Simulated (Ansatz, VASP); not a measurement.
# Zn5Cd7S12 in two plane-wave programs

Aim: how closely do two programs agree when they are given the same cell, functional and k mesh? Of the first pair: The structure shown is the start of the Ansatz relaxation below; VASP solves that cell, so the two are compared at the walk's first step.

Main program and level: Ansatz 0.2.0; plane waves, with VASP 6.6.1 beside it; single point at PBE.

**1. The structure**

The cell holds 72 atoms: 15 Zn, 21 Cd and 36 S. Cell: a = 11.910 Å, b = 11.910 Å, c = 11.910 Å, α = 90.0°, β = 90.0°, γ = 90.0°.

**2. Ansatz: relaxation, PBE**

Ansatz runs on its PAW soft_1 files.

The two programs are compared at the cell with which this relaxation starts, whose forces are those of its first step.

input.yaml

```yaml
crystal:
  lattice:
    - [11.9098, 0.0, 0.0]
    - [0.0, 11.9098, 0.0]
    - [0.0, 0.0, 11.9098]
  atoms:
    - { symbol: Zn, position: [0.37142, 0.9542, 0.92429] }
    - { symbol: Zn, position: [0.03984, 0.28353, 0.93482] }
    - { symbol: Zn, position: [0.53458, 0.11276, 0.1853] }
    - { symbol: Zn, position: [0.0374, 0.28069, 0.42765] }
    - { symbol: Zn, position: [0.51986, 0.45461, 0.17779] }
    - { symbol: Zn, position: [0.68331, 0.62199, 0.42056] }
    - { symbol: Zn, position: [0.37234, 0.62449, 0.93902] }
    - { symbol: Zn, position: [0.36873, 0.62493, 0.42066] }
    - { symbol: Zn, position: [0.37745, 0.93893, 0.44118] }
    - { symbol: Zn, position: [0.53009, 0.79224, 0.17561] }
    - { symbol: Zn, position: [0.21089, 0.78092, 0.18974] }
    - { symbol: Zn, position: [0.52839, 0.11258, 0.69452] }
    - { symbol: Zn, position: [0.19557, 0.44466, 0.17882] }
    - { symbol: Zn, position: [0.86092, 0.77761, 0.17939] }
    - { symbol: Zn, position: [0.70309, 0.62935, 0.93277] }
    - { symbol: Cd, position: [0.20345, 0.78315, 0.68614] }
    - { symbol: Cd, position: [0.69395, 0.94151, 0.43089] }
    - { symbol: Cd, position: [0.71396, 0.28836, 0.93753] }
    - { symbol: Cd, position: [0.35879, 0.29193, 0.42307] }
    - { symbol: Cd, position: [0.85011, 0.46364, 0.18317] }
    - { symbol: Cd, position: [0.52638, 0.79112, 0.68586] }
    - { symbol: Cd, position: [0.21021, 0.45282, 0.67526] }
    - { symbol: Cd, position: [0.03441, 0.94842, 0.9387] }
    - { symbol: Cd, position: [0.86523, 0.77309, 0.69405] }
    - { symbol: Cd, position: [0.86537, 0.45242, 0.68118] }
    - { symbol: Cd, position: [0.69903, 0.95683, 0.94067] }
    - { symbol: Cd, position: [0.37392, 0.28272, 0.93034] }
    - { symbol: Cd, position: [0.20438, 0.10855, 0.18618] }
    - { symbol: Cd, position: [0.68296, 0.29338, 0.43988] }
    - { symbol: Cd, position: [0.86015, 0.12391, 0.1855] }
    - { symbol: Cd, position: [0.20328, 0.12182, 0.67537] }
    - { symbol: Cd, position: [0.85854, 0.11365, 0.69163] }
    - { symbol: Cd, position: [0.03885, 0.61205, 0.92831] }
    - { symbol: Cd, position: [0.52985, 0.45852, 0.68712] }
    - { symbol: Cd, position: [0.03648, 0.93334, 0.43537] }
    - { symbol: Cd, position: [0.03483, 0.61506, 0.42339] }
    - { symbol: S, position: [0.20229, 0.28009, 0.81268] }
    - { symbol: S, position: [0.54136, 0.27838, 0.80055] }
    - { symbol: S, position: [0.21622, 0.61202, 0.29107] }
    - { symbol: S, position: [0.20398, 0.96071, 0.80132] }
    - { symbol: S, position: [0.36179, 0.77765, 0.54808] }
    - { symbol: S, position: [0.38212, 0.10326, 0.55422] }
    - { symbol: S, position: [0.8624, 0.9431, 0.30798] }
    - { symbol: S, position: [0.03317, 0.11749, 0.06492] }
    - { symbol: S, position: [0.03202, 0.77849, 0.57013] }
    - { symbol: S, position: [0.36726, 0.45972, 0.53773] }
    - { symbol: S, position: [0.3818, 0.11282, 0.05639] }
    - { symbol: S, position: [0.21289, 0.61379, 0.80824] }
    - { symbol: S, position: [0.36167, 0.79694, 0.05485] }
    - { symbol: S, position: [0.52194, 0.95285, 0.29853] }
    - { symbol: S, position: [0.88522, 0.28858, 0.80985] }
    - { symbol: S, position: [0.21886, 0.93545, 0.3153] }
    - { symbol: S, position: [0.67946, 0.47091, 0.05422] }
    - { symbol: S, position: [0.86596, 0.94303, 0.81979] }
    - { symbol: S, position: [0.52427, 0.61899, 0.83143] }
    - { symbol: S, position: [0.6972, 0.4629, 0.54726] }
    - { symbol: S, position: [0.19264, 0.29045, 0.29483] }
    - { symbol: S, position: [0.85043, 0.6312, 0.31288] }
    - { symbol: S, position: [0.69622, 0.12428, 0.06546] }
    - { symbol: S, position: [0.04019, 0.44223, 0.54768] }
    - { symbol: S, position: [0.53815, 0.95399, 0.81271] }
    - { symbol: S, position: [0.35882, 0.44985, 0.0578] }
    - { symbol: S, position: [0.04799, 0.77306, 0.0755] }
    - { symbol: S, position: [0.69894, 0.7692, 0.56274] }
    - { symbol: S, position: [0.86152, 0.60721, 0.82022] }
    - { symbol: S, position: [0.52316, 0.61924, 0.29795] }
    - { symbol: S, position: [0.86516, 0.29151, 0.32168] }
    - { symbol: S, position: [0.04169, 0.43626, 0.05773] }
    - { symbol: S, position: [0.69099, 0.78701, 0.07146] }
    - { symbol: S, position: [0.67866, 0.11718, 0.57488] }
    - { symbol: S, position: [0.02664, 0.12085, 0.55342] }
    - { symbol: S, position: [0.52438, 0.28113, 0.29186] }
kpoints:
  mp_grid: { grid: [1, 1, 1] }
hamiltonian:
  xc: pbe
  pseudopotentials: { kind: paw, azcp: { folder: soft_1 } }
scf:
  occupations: { method: gaussian, width: 0.05 }
output:
  forces: true
relax:
  f_tol: 0.05
  max_steps: 150
  cell: {}
```

The run is started by

```sh
$ ansatz run input.yaml --threads 4 --pin off --max-ram 8192MiB --backend cpu --events-out ev --progress --plain --runs-dir out
```

Numbers of over 12 decimals in the logs are rounded to 6 here.

Output:

```text
Engine: ansatz 0.2.0, x86_64-unknown-linux-gnu
Pseudopotentials: kind: paw
Pseudopotential: Zn, paw, valence charge 12, recommended cutoff 420 eV (normal), soft_1/Zn.paw.azcp
Pseudopotential: Cd, paw, valence charge 20, recommended cutoff 420 eV (normal), soft_1/Cd.paw.azcp
Pseudopotential: S, paw, valence charge 6, recommended cutoff 420 eV (normal), soft_1/S.paw.azcp
Functional definition: PBE
  parameter kappa = 0.804
  parameter beta = 0.066725
  exchange = pbe_x(kappa = kappa, mu = beta*pi^2/3)
  correlation = pbe_c(beta = beta)
Crystal: 72 atoms, lattice volume = 1689.326 Å³
Basis set: ecut = 420 eV, 33059 PW (Γ), exchange–correlation on 160×160×160 points (8 copies of the dense FFT grid, shifted against one another)
Bands: 490, of which v1, the nominal top of the filled ones, is band 408 counted from 1 (407 counted from 0)
Symmetry: 1 space group operations
Space group: P1 (ITA 1), of the structure as read, at distance tolerance 1.2e-4 Å
k-points: 1
Non-local potential: Zn, projectors of the file, l = 0: 2, l = 1: 2, l = 2: 3, l = 3: 1
Non-local potential: Cd, projectors of the file, l = 0: 3, l = 1: 2, l = 2: 2, l = 3: 1
Non-local potential: S, projectors of the file, l = 0: 2, l = 1: 2, l = 2: 1
PAW form: soft (Blöchl's): semilocal exchange-correlation on the pseudo side does not see the compensation charge
PAW one-centre angular grid: Zn, 590 points (default); XC on 64 Gauss nodes
PAW one-centre angular grid: Cd, 590 points (default); XC on 64 Gauss nodes
PAW one-centre angular grid: S, 110 points (default); XC on 64 Gauss nodes
Initial density: superposition of atomic densities (chi_scale 0.1, normalization cell, long waves kept (reshape's long-wave potential 0.27 eV rms))
Initial wavefunctions: pseudopotential atomic-orbital guess
Functional: x = pbe(κ = 0.804, μ = 0.219515), c = pbe(β = 0.066725)
SCF iter   1: F=—  HF=-255654.966381 eV  |F-HF|=—  |Δ(HF+E_count)|=         —  Δρ=3.25e-2  dr2=1.71e1  ethr=3.10e-3  ⟨swp⟩=7.0  Hψ=1990  notcnv=0  defer=43
preconditioner: auto → Resta (q_TF=auto, 2.417 Å⁻¹)  ε∞=5.4  [insulator: Δε(μ)=1.246 eV  Ē_g=11.018 eV  σ=0.050 eV  W_gap=1.00  n_scr=388 (ndim 8)  ℏωp=23.0 eV  f_vac=0.032  D(μ)=0.00/eV (n_scr^D=0)  ε∞_Penn≈5.4]
SCF iter   2: F=—  HF=-255651.198768 eV  |F-HF|=—  |Δ(HF+E_count)|=    3.77e0  Δρ=1.50e-2  dr2=3.94e0  ethr=2.09e-3  ⟨swp⟩=2.0  Hψ=861  notcnv=0  defer=73
SCF iter   3: F=—  HF=-255650.823227 eV  |F-HF|=—  |Δ(HF+E_count)|=   3.76e-1  Δρ=6.29e-3  dr2=5.35e-1  ethr=4.82e-4  ⟨swp⟩=5.0  Hψ=608  notcnv=0  defer=73
SCF iter   4: F=—  HF=-255650.852261 eV  |F-HF|=—  |Δ(HF+E_count)|=   2.90e-2  Δρ=3.27e-3  dr2=1.14e-1  ethr=6.56e-5  ⟨swp⟩=2.0  Hψ=751  notcnv=0  defer=78
SCF iter   5: F=—  HF=-255650.844939 eV  |F-HF|=—  |Δ(HF+E_count)|=   7.32e-3  Δρ=9.60e-4  dr2=1.87e-2  ethr=1.40e-5  ⟨swp⟩=2.0  Hψ=599  notcnv=0  defer=78
SCF iter   6: F=—  HF=-255650.865725 eV  |F-HF|=—  |Δ(HF+E_count)|=   2.08e-2  Δρ=3.52e-4  dr2=2.48e-3  ethr=2.29e-6  ⟨swp⟩=2.0  Hψ=881  notcnv=0  defer=78
SCF iter   7: F=—  HF=-255650.871276 eV  |F-HF|=—  |Δ(HF+E_count)|=   5.55e-3  Δρ=1.40e-4  dr2=2.31e-4  ethr=3.04e-7  ⟨swp⟩=2.0  Hψ=736  notcnv=0  defer=78
SCF iter   8: F=—  HF=-255650.871372 eV  |F-HF|=—  |Δ(HF+E_count)|=   9.53e-5  Δρ=9.19e-5  dr2=7.81e-5  ethr=2.83e-8  ⟨swp⟩=2.0  Hψ=736  notcnv=0  defer=78
SCF iter   9: F=—  HF=-255650.871091 eV  |F-HF|=—  |Δ(HF+E_count)|=   2.81e-4  Δρ=2.39e-5  dr2=6.80e-6  ethr=9.57e-9  ⟨swp⟩=2.0  Hψ=595  notcnv=0  defer=78
SCF iter  10: F=—  HF=-255650.871103 eV  |F-HF|=—  |Δ(HF+E_count)|=   1.29e-5  Δρ=6.92e-6  dr2=7.77e-7  ethr=8.33e-10  ⟨swp⟩=2.0  Hψ=736  notcnv=0  defer=78
SCF iter  11: F=—  HF=-255650.871105 eV  |F-HF|=—  |Δ(HF+E_count)|=   1.18e-6  Δρ=3.19e-6  dr2=1.36e-7  ethr=9.52e-11  ⟨swp⟩=2.0  Hψ=775  notcnv=0  defer=78
SCF iter  12: F=-255650.871105 eV  HF=-255650.871105 eV  |F-HF|=2.76e-8  |Δ(HF+E_count)|=   7.00e-8  Δρ=2.23e-6  dr2=5.51e-8  ethr=1.23e-11  ⟨swp⟩=5.0  Hψ=1660  notcnv=0
SCF 1 converged in 12 iterations: F = -255650.871105 eV  dr2 = 5.51e-8
  greatest PAW one-centre occupation: 1.000 electrons in one spin orbital (limit 2), on the Cd atom at site 25 (counted from 0), in its partial waves of l = 0
relax step   1: F+E_penalty+E_count = -255650.87110469 eV  Δ(F+E_penalty+E_count) = +0.000e0 eV  max|allowed force component| = 1.171e0 eV/Å  Δτ_max = 0.0000 Å  P = +0.412 GPa  Ω = 1689.326 Å³  (12 SCF iters, dr2 threshold 1.00e-7 eV, accepted)
Crystal: 72 atoms, lattice volume = 1697.248 Å³
Basis set: ecut = 420 eV, 33161 PW (Γ), exchange–correlation on 160×160×160 points (8 copies of the dense FFT grid, shifted against one another)
Initial density: handed on by an earlier stage of this run
Initial wavefunctions: those handed on with the density
iter 1 solved again at ethr=7.63e-5 eV; its pass at ethr=3.10e-3 eV (dr2=6.23e-1 eV) is discarded
[...]
atom  32  Cd     0.00325361     0.00109821    -0.00437726
  atom  33  Cd    -0.00039303     0.00097731     0.00749628
  atom  34  Cd    -0.00218411     0.00241565    -0.00127421
  atom  35  Cd    -0.00008198     0.00279829    -0.00002393
  atom  36  Cd     0.00350744     0.00408499    -0.00069270
  atom  37  S     -0.00218921     0.00578221    -0.00173944
  atom  38  S      0.00306205     0.00234671     0.00087913
  atom  39  S     -0.00343394     0.00193486     0.00022012
  atom  40  S     -0.00213938    -0.00105663    -0.00177535
  atom  41  S      0.00251544    -0.00145391     0.00392275
  atom  42  S      0.00505133    -0.00138530     0.00355068
  atom  43  S     -0.00333159    -0.00477484     0.00148710
  atom  44  S      0.00028670     0.00104024     0.00027787
  atom  45  S      0.00153999    -0.00295565     0.00107498
  atom  46  S      0.00148724     0.00344258    -0.00149330
  atom  47  S      0.00217423     0.00086195    -0.00025307
  atom  48  S     -0.00164956    -0.00168164    -0.00533510
  atom  49  S      0.01010007    -0.00060072    -0.00259443
  atom  50  S      0.00030474    -0.00183194    -0.00050164
  atom  51  S     -0.00397682     0.00488239     0.00074934
  atom  52  S     -0.00078011    -0.00335905    -0.00188609
  atom  53  S      0.00116171     0.00509186    -0.00243604
  atom  54  S     -0.00543164     0.00208858     0.00129859
  atom  55  S      0.00374174     0.00078720    -0.00710930
[...]
atom  65  S     -0.00464864    -0.00181481    -0.00235423
  atom  66  S      0.00342176     0.00108887     0.00677501
  atom  67  S     -0.00645476     0.00547165    -0.00134581
  atom  68  S     -0.00145614     0.00231442    -0.00425648
  atom  69  S      0.00333743    -0.00540956    -0.00369888
  atom  70  S      0.00204485    -0.00006471     0.00426515
  atom  71  S     -0.00344508    -0.00051122     0.00172639
  atom  72  S     -0.00107685     0.00590497     0.00210008
  max |Σ_I F_I| component: 5.46e-7 eV/Å
--- Stress (GPa, compression-positive) ---
       -0.008570       0.001840      -0.000789
        0.001840      -0.010501       0.005211
       -0.000789       0.005211      -0.002378
  P = ⅓ Tr σ = -0.0071 GPa (-0.071 kbar)
--- Relaxed structure (4 steps of the walk, 4 accepted, 1 SCFs on fresh bases) ---
  F+E_penalty+E_count = -255653.89595433 eV   max|allowed force component| = 1.010e-2 eV/Å   (the final SCF, on the basis selected at the relaxed cell)
  cell:  # Å, volume = 1691.0673 Å³
    - [12.253111, -0.031872, -0.000202413]
    - [-0.031872, 12.241994, -0.000505372]
    - [-0.000202413, -0.000505372, 11.273669]
  atoms:
    - { symbol: Zn, position: [0.370286, 0.947371, 0.938716] }
    - { symbol: Zn, position: [0.036679, 0.287139, 0.935774] }
    - { symbol: Zn, position: [0.529180, 0.114125, 0.180921] }
    - { symbol: Zn, position: [0.035969, 0.287272, 0.431162] }
    - { symbol: Zn, position: [0.529087, 0.455817, 0.181992] }
    - { symbol: Zn, position: [0.693220, 0.619200, 0.422978] }
    - { symbol: Zn, position: [0.369007, 0.620157, 0.946838] }
    - { symbol: Zn, position: [0.369278, 0.619673, 0.418667] }
    - { symbol: Zn, position: [0.370768, 0.946323, 0.423477] }
    - { symbol: Zn, position: [0.530038, 0.781566, 0.182392] }
    - { symbol: Zn, position: [0.207610, 0.782294, 0.183707] }
    - { symbol: Zn, position: [0.527251, 0.111766, 0.680463] }
    - { symbol: Zn, position: [0.203384, 0.452231, 0.183088] }
    - { symbol: Zn, position: [0.861599, 0.781264, 0.185754] }
    - { symbol: Zn, position: [0.693086, 0.619224, 0.946323] }
    - { symbol: Cd, position: [0.211093, 0.782335, 0.683463] }
    - { symbol: Cd, position: [0.692804, 0.948569, 0.428293] }
    - { symbol: Cd, position: [0.693461, 0.285000, 0.933036] }
    - { symbol: Cd, position: [0.368298, 0.284263, 0.428123] }
    - { symbol: Cd, position: [0.864727, 0.450552, 0.182958] }
    - { symbol: Cd, position: [0.527022, 0.780876, 0.683387] }
    - { symbol: Cd, position: [0.201972, 0.454144, 0.683115] }
    - { symbol: Cd, position: [0.035760, 0.945468, 0.939552] }
    - { symbol: Cd, position: [0.860138, 0.776781, 0.684791] }
    - { symbol: Cd, position: [0.864496, 0.454128, 0.684019] }
    - { symbol: Cd, position: [0.692885, 0.947019, 0.937651] }
    - { symbol: Cd, position: [0.368640, 0.285790, 0.937225] }
    - { symbol: Cd, position: [0.202446, 0.118312, 0.183596] }
    - { symbol: Cd, position: [0.692265, 0.284359, 0.431194] }
    - { symbol: Cd, position: [0.867428, 0.118960, 0.183260] }
    - { symbol: Cd, position: [0.204926, 0.115269, 0.682059] }
    - { symbol: Cd, position: [0.868572, 0.121355, 0.683093] }
    - { symbol: Cd, position: [0.035413, 0.618096, 0.944215] }
    - { symbol: Cd, position: [0.531684, 0.459896, 0.682975] }
    - { symbol: Cd, position: [0.036330, 0.947021, 0.428828] }
    - { symbol: Cd, position: [0.036138, 0.617356, 0.422889] }
    - { symbol: S, position: [0.193670, 0.284544, 0.814382] }
    - { symbol: S, position: [0.529420, 0.276234, 0.792651] }
    - { symbol: S, position: [0.210370, 0.617340, 0.295604] }
    - { symbol: S, position: [0.212148, 0.948837, 0.819038] }
    - { symbol: S, position: [0.368548, 0.781633, 0.535074] }
    - { symbol: S, position: [0.375271, 0.105209, 0.549037] }
    - { symbol: S, position: [0.864877, 0.941418, 0.300633] }
    - { symbol: S, position: [0.034622, 0.126578, 0.050797] }
    - { symbol: S, position: [0.035226, 0.780278, 0.563442] }
    - { symbol: S, position: [0.366923, 0.464356, 0.544803] }
    - { symbol: S, position: [0.375002, 0.108045, 0.057264] }
    - { symbol: S, position: [0.212599, 0.618288, 0.822830] }
    - { symbol: S, position: [0.368477, 0.785049, 0.060432] }
    - { symbol: S, position: [0.524099, 0.948748, 0.294910] }
    - { symbol: S, position: [0.874797, 0.287392, 0.820064] }
    - { symbol: S, position: [0.210970, 0.941142, 0.305215] }
    - { symbol: S, position: [0.687324, 0.457814, 0.061088] }
    - { symbol: S, position: [0.865133, 0.949172, 0.810372] }
    - { symbol: S, position: [0.530688, 0.619802, 0.830169] }
    - { symbol: S, position: [0.697968, 0.463497, 0.547224] }
    - { symbol: S, position: [0.192427, 0.294404, 0.306827] }
    - { symbol: S, position: [0.855750, 0.625154, 0.307010] }
    - { symbol: S, position: [0.689356, 0.117455, 0.067255] }
    - { symbol: S, position: [0.033154, 0.445435, 0.550976] }
[...]
- { symbol: S, position: [0.854582, 0.615920, 0.828124] }
    - { symbol: S, position: [0.531936, 0.618194, 0.302195] }
    - { symbol: S, position: [0.873587, 0.284268, 0.319028] }
    - { symbol: S, position: [0.043529, 0.441232, 0.063353] }
    - { symbol: S, position: [0.696571, 0.776440, 0.069891] }
    - { symbol: S, position: [0.688887, 0.115413, 0.565291] }
    - { symbol: S, position: [0.036489, 0.125619, 0.547134] }
    - { symbol: S, position: [0.531197, 0.284487, 0.286572] }
```

(Continued in part 2 of 3.)

[Lines on the potential files, build, host, timing and source positions are cut from VASP's logs without a mark.]

[Logs are printed without paths, hosts, clocks, repeated set-up lines and the standing remarks that a program may print on its own settings, such as how far it seeks lower states.]

[Hosts, paths, dates, database ids (printed as entryN), source tags and the programs' standing remarks are cut or masked in the printed files.]
